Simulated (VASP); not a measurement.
Level of theory: r2SCAN meta-GGA, VASP's PBE PAW potentials (set 64) (plane waves; VASP).

The input files of a VASP run:

INCAR:
```
SYSTEM = WC
PREC = Accurate
ENCUT = 600
EDIFF = 1E-7
NELM = 100
ALGO = Normal
LREAL = .FALSE.
LASPH = .TRUE.
ISMEAR = 1
SIGMA = 0.1
METAGGA = R2SCAN
LMIXTAU = .TRUE.
LMAXMIX = 6
LWAVE = .FALSE.
LCHARG = .FALSE.
ISIF = 2
```

### KPOINTS
```
Automatic
0
G
  14 14 12
0 0 0
```

**POSCAR**
```
WC
1
    1.4876995994    -2.5767713696     0.0000000000
    1.4876995994     2.5767713696     0.0000000000
    0.0000000000     0.0000000000     2.8967553939
W C
1 1
Direct
  0.0000000000   0.0000000000   0.0000000000
  0.3333330000   0.6666670000   0.5000000000
```

POTCAR, in this order: W_sv C (PBE.64 set). Program: vasp_std.

Unless said otherwise, spin-orbit coupling is left out, though it shifts the bands of the heavy elements here.

Q: Estimate the energy per atom (σ→0), pressure, band gap (on the k-mesh).

A: 
The energy per atom (σ→0) is -30763 meV/atom and the band gap (on the k-mesh) is none (metal, semimetal or under 0.01 eV). The pressure is -21.30 GPa.

### OSZICAR
```
...
DAV:  17    -0.615269915430E+02   -0.16924E-05   -0.24758E-05  4978   0.417E-02    0.276E-02
DAV:  18    -0.615269919266E+02   -0.38363E-06   -0.39152E-06  4768   0.222E-02    0.995E-03
DAV:  19    -0.615269924374E+02   -0.51084E-06   -0.47908E-07  4398   0.825E-03    0.138E-02
DAV:  20    -0.615269919758E+02    0.46164E-06   -0.45129E-07  4468   0.600E-03    0.567E-03
DAV:  21    -0.615269918308E+02    0.14496E-06   -0.12794E-07  2233   0.334E-03    0.139E-03
DAV:  22    -0.615269919325E+02   -0.10168E-06   -0.33500E-08  2199   0.175E-03    0.139E-04
DAV:  23    -0.615269918401E+02    0.92365E-07   -0.67625E-09  2199   0.106E-03
   1 F= -.61526992E+02 E0= -.61526952E+02  d E =-.119130E-03
```

The compound is WC in the wc structure. This cell was strained or had an atom moved on purpose.
